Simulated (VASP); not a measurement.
Consider the following.

```
CuGaSe2
1.0
   -2.82940     2.82940     5.55794
    2.82940    -2.82940     5.55794
    2.82940     2.82940    -5.55794
Ga Cu Se
2 2 4
Direct
  0.50000   0.50000   0.00000
  0.25000   0.75000   0.50000
  0.00000   0.00000   0.00000
  0.75000   0.25000   0.50000
  0.87500   0.87500   0.50000
  0.12500   0.62500   0.00000
  0.37500   0.37500   0.50000
  0.62500   0.12500   0.00000
```

Level of theory: PBE GGA, VASP's PBE PAW potentials (set 64) (plane waves; VASP). Run with 300 eV cut-off, 3×3×3 Γ-centred mesh, Fermi-Dirac smearing of 0.050 eV, potentials Ga_d Cu Se.

At this cut-off the stress carries a Pulay error, which pulls relaxed volumes low.

Task: The ions, cell shape and volume are relaxed. Which structure does the run end with?

Result: 
```
CuGaSe2
1.0
   -2.83732     2.83732     5.60463
    2.83732    -2.83732     5.60463
    2.83732     2.83732    -5.60463
Ga Cu Se
2 2 4
Cartesian
  0.00000   0.00000   5.60463
  2.83732   0.00000   2.80231
  0.00000   0.00000   0.00000
  0.00000   2.83732   2.80231
  1.45102   1.41866   7.00578
  4.25598   1.38630  -1.40116
  1.38630   1.41866   1.40116
 -1.41866   1.45102   4.20347
```
Space group I-42d (122), at a tolerance of 0.03 Å.

Task: How do energy and volume change from the first to the last step?

Result: The energy (σ→0) changes by -3.2 meV/atom and the volume by +1.4 %, in 8 ionic steps.

```csv
step,E(σ→0) (eV),max force (eV/Å),pressure (GPa),volume (Å³)
1,-31.0474,0.288,1.08,177.98
2,-31.0652,0.141,-0.44,181.86
3,-31.0654,0.151,-0.35,181.59
4,-31.0708,0.075,-0.18,181.00
5,-31.0727,0.004,0.02,180.39
6,-31.0727,0.001,0.01,180.41
7,-31.0728,0.001,0.02,180.45
8,-31.0728,0.000,0.00,180.48
```

The structure is a typed CuGaSe2 crystal. This run relaxes it. Symmetry was kept, so distortions that lower it aren't found. The k-mesh is coarse (spacing up to 0.52 per Å, 2π included), so the numbers may not be converged in it. The run is one of a series of settings (EDIFFG = -0.01, IBRION = 2, ISIF = 3, NSW = 50 against the base run), some of them coarse on purpose.
